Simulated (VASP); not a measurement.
VASP runs on PbS (rock salt) share one base input (PBE GGA, plane waves, VASP's PBE PAW potentials (set 64)) and change the settings named in each case.

### POSCAR
```
PbS
1
    0.0000000000     3.0294000000     3.0294000000
    3.0294000000     0.0000000000     3.0294000000
    3.0294000000     3.0294000000     0.0000000000
Pb S
1 1
Direct
  0.0000000000   0.0000000000   0.0000000000
  0.5000000000   0.5000000000   0.5000000000
```

**INCAR**
```
EDIFF = 1E-6   # SCF stop (eV)
LASPH = T
ALGO = Normal   # blocked Davidson
ISMEAR = 0   # Gaussian
LREAL = F   # projection in real space or not
GGA = PE   # PBE
SYSTEM = PbS
LCHARG = F
NELM = 100   # most electronic steps
LWAVE = F
ISIF = 2   # forces and stress, cell fixed
LMAXMIX = 4
PREC = Accurate
SIGMA = 0.05   # width (eV)
ENCUT = 400   # plane-wave cut-off (eV)
```

KPOINTS:
```
kpoints
0
Gamma
 7 7 7
```

POTCAR, in this order: Pb_d S (PBE.64 set). Program: vasp_std.

```json
[
 {"change": "base run", "E(σ→0) (eV/atom)": "-4.3827", "irreducible k-points": "20"},
 {"change": "KPOINTS 4×4×4 Monkhorst-Pack mesh", "E(σ→0) (eV/atom)": "?", "irreducible k-points": "10"},
 {"change": "KPOINTS 5×5×5 Monkhorst-Pack mesh", "E(σ→0) (eV/atom)": "?", "irreducible k-points": "10"},
 {"change": "KPOINTS 6×6×6 Monkhorst-Pack mesh", "E(σ→0) (eV/atom)": "-4.3822", "irreducible k-points": "28"},
 {"change": "KPOINTS 8×8×8 Monkhorst-Pack mesh", "E(σ→0) (eV/atom)": "-4.3820", "irreducible k-points": "60"}
]
```

**Question.** Complete the blanks.

**Answer.** 
- KPOINTS 5×5×5 Monkhorst-Pack mesh, E(σ→0) (eV/atom): -4.3868
- KPOINTS 4×4×4 Monkhorst-Pack mesh, E(σ→0) (eV/atom): -4.3900

Unless said otherwise, spin-orbit coupling is left out, though it shifts the bands of the heavy elements here.

Left out are runs that ran out of time, are held back, or changed the cell or the kind of run, fixed moments of cells without a moment, rows past the twelfth, gaps on odd meshes, pressures of charged cells and columns that move by less than the noise.

The compound is PbS in the rock salt structure. The cell was not relaxed at this level.
